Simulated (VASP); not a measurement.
Output of a VASP run:

File OSZICAR:
```
...
DAV:  10    -0.427588838091E+02    0.40859E-03   -0.72994E-03  1138   0.605E-01    0.301E-01
DAV:  11    -0.427588516513E+02    0.32158E-04   -0.45146E-04  1109   0.160E-01    0.584E-02
DAV:  12    -0.427588771408E+02   -0.25489E-04   -0.53039E-05  1349   0.534E-02    0.126E-01
DAV:  13    -0.427588802874E+02   -0.31466E-05   -0.51061E-06  1186   0.171E-02    0.616E-03
DAV:  14    -0.427588800455E+02    0.24187E-06   -0.64134E-07   852   0.628E-03
   1 F= -.24642840E+02 E0= -.24642840E+02  d E =-.246428E+02
       N       E                     dE             d eps       ncg     rms          rms(c)
DAV:   1    -0.445979689649E+02   -0.18391E+01   -0.17314E+02   941   0.110E+02    0.561E+01
DAV:   2    -0.395942207880E+02    0.50037E+01   -0.17988E+01   934   0.300E+01    0.183E+01
DAV:   3    -0.387570819137E+02    0.83714E+00   -0.16037E+00  1131   0.103E+01    0.984E+00
DAV:   4    -0.386736865425E+02    0.83395E-01   -0.51401E-01  1224   0.521E+00    0.672E+00
DAV:   5    -0.386914457709E+02   -0.17759E-01   -0.11999E-01  1025   0.239E+00    0.305E+00
DAV:   6    -0.386824858433E+02    0.89599E-02   -0.39541E-02  1004   0.133E+00    0.110E+00
DAV:   7    -0.386823171249E+02    0.16872E-03   -0.16159E-03  1170   0.283E-01    0.130E-01
DAV:   8    -0.386823759209E+02   -0.58796E-04   -0.39591E-04  1152   0.189E-01    0.927E-02
DAV:   9    -0.386823752953E+02    0.62562E-06   -0.31579E-05  1171   0.392E-02    0.212E-02
DAV:  10    -0.386823792360E+02   -0.39408E-05   -0.19053E-05   989   0.347E-02    0.148E-02
DAV:  11    -0.386823795968E+02   -0.36075E-06   -0.61958E-07   646   0.600E-03
   2 F= -.23554266E+02 E0= -.23554266E+02  d E =0.108857E+01
       N       E                     dE             d eps       ncg     rms          rms(c)
DAV:   1    -0.452179606534E+02   -0.65356E+01   -0.88483E+01   920   0.754E+01    0.438E+01
DAV:   2    -0.426219967562E+02    0.25960E+01   -0.11563E+01  1011   0.229E+01    0.138E+01
DAV:   3    -0.421518988618E+02    0.47010E+00   -0.76309E-01   999   0.702E+00    0.787E+00
DAV:   4    -0.420936570653E+02    0.58242E-01   -0.36055E-01  1206   0.410E+00    0.485E+00
DAV:   5    -0.420945089928E+02   -0.85193E-03   -0.12857E-02  1237   0.612E-01    0.585E+00
DAV:   6    -0.420988682963E+02   -0.43593E-02   -0.13377E-02  1167   0.841E-01    0.163E+00
DAV:   7    -0.420971645793E+02    0.17037E-02   -0.42568E-03  1060   0.408E-01    0.894E-01
DAV:   8    -0.420970191182E+02    0.14546E-03   -0.21790E-04  1210   0.103E-01    0.704E-01
DAV:   9    -0.420967664182E+02    0.25270E-03   -0.44067E-04  1151   0.147E-01    0.425E-01
DAV:  10    -0.420966195931E+02    0.14683E-03   -0.71420E-04  1137   0.176E-01    0.113E-01
DAV:  11    -0.420966202076E+02   -0.61444E-06   -0.29673E-05  1274   0.391E-02    0.402E-02
DAV:  12    -0.420966192305E+02    0.97702E-06   -0.62928E-06  1158   0.190E-02
   3 F= -.24790437E+02 E0= -.24790437E+02  d E =-.147596E+00
       N       E                     dE             d eps       ncg     rms          rms(c)
DAV:   1    -0.420609511941E+02    0.35669E-01   -0.23799E-02   948   0.124E+00    0.629E-01
DAV:   2    -0.420602393114E+02    0.71188E-03   -0.30854E-03  1018   0.375E-01    0.179E-01
DAV:   3    -0.420601210963E+02    0.11822E-03   -0.19839E-04  1248   0.112E-01    0.108E-01
DAV:   4    -0.420601059377E+02    0.15159E-04   -0.92602E-05  1254   0.660E-02    0.738E-02
DAV:   5    -0.420601062008E+02   -0.26312E-06   -0.32718E-06  1070   0.102E-02
   4 F= -.24790834E+02 E0= -.24790834E+02  d E =-.147993E+00
```

**OUTCAR**
```
------------------------ aborting loop because EDIFF is reached ----------------------------------------
  FORCE on cell =-STRESS in cart. coord.  units (eV):
  Direction    XX          YY          ZZ          XY          YZ          ZX
  --------------------------------------------------------------------------------------
  Total       17.2134495     17.2134495     17.2134495      0.0000000      0.0000000      0.0000000
  in kB      448.5453733    448.5453733    448.5453733      0.0000000      0.0000000      0.0000000
  external PRESSURE =      -1.4546267 kB  Pullay stress =     450.0000000 kB
  volume of cell :       61.49
      direct lattice vectors                 reciprocal lattice vectors
     3.946911335  0.000000000  0.000000000     0.253362671  0.000000000  0.000000000
    -0.000000000  3.946911335  0.000000000    -0.000000000  0.253362671 -0.000000000
    -0.000000000  0.000000000  3.946911335    -0.000000000 -0.000000000  0.253362671
 POSITION                                       TOTAL-FORCE (eV/Angst)
 -----------------------------------------------------------------------------------
      0.00000      0.00000      0.00000         0.000000     -0.000000      0.000000
      1.97346      1.97346      1.97346         0.000000      0.000000      0.000000
      1.97346      0.00000      1.97346         0.000000      0.000000      0.000000
     -0.00000      1.97346      1.97346        -0.000000      0.000000      0.000000
      1.97346      1.97346      0.00000         0.000000     -0.000000      0.000000
 -----------------------------------------------------------------------------------
    total drift:                                0.000000      0.000000      0.000000
  FREE ENERGIE OF THE ION-ELECTRON SYSTEM (eV)
  ---------------------------------------------------
  free  energy   TOTEN  =       -42.0601062008 eV

  energy  without entropy=      -42.0601062008  energy(sigma->0) =      -42.06010620
  enthalpy is  TOTEN    =       -24.7908337045 eV   P V=       17.2692724963

 reached required accuracy - stopping structural energy minimisation
```
(Selected blocks of OUTCAR.)

### POSCAR
```
BaHfO3
1
    4.0103946374     0.0000000000     0.0000000000
    0.0000000000     4.0103946374     0.0000000000
    0.0000000000     0.0000000000     4.0103946374
Ba Hf O
1 1 3
Direct
  0.0000000000   0.0000000000   0.0000000000
  0.5000000000   0.5000000000   0.5000000000
  0.5000000000   0.0000000000   0.5000000000
  0.0000000000   0.5000000000   0.5000000000
  0.5000000000   0.5000000000   0.0000000000
```

Question: Reconstruct the remaining input files.

Answer: Several could match; the one computed here: the input of the run itself, PBE GGA, plane waves, VASP's PBE PAW potentials (set 64).

File KPOINTS:
```
Automatic mesh
0
Gamma
6 6 6
0 0 0
```

INCAR:
```
ALGO = Normal
EDIFF = 1E-6
EDIFFG = -0.02
ENCUT = 620
GGA = PE
IBRION = 2
ISIF = 3
ISMEAR = 0
LASPH = .TRUE.
LCHARG = .FALSE.
LMAXMIX = 6
LREAL = .FALSE.
LWAVE = .FALSE.
NELM = 100
NSW = 40
PREC = Accurate
PSTRESS = 450
SIGMA = 0.05
SYSTEM = BaHfO3
```

POTCAR, in this order: Ba_sv Hf_pv O (PBE.64 set). Program: vasp_std.

Energy and stress use the plane-wave basis of the starting cell.

The compound is BaHfO3 in the cubic perovskite structure. This run relaxes it under an external pressure of 45 GPa. Symmetry was kept, so distortions that lower it aren't found.
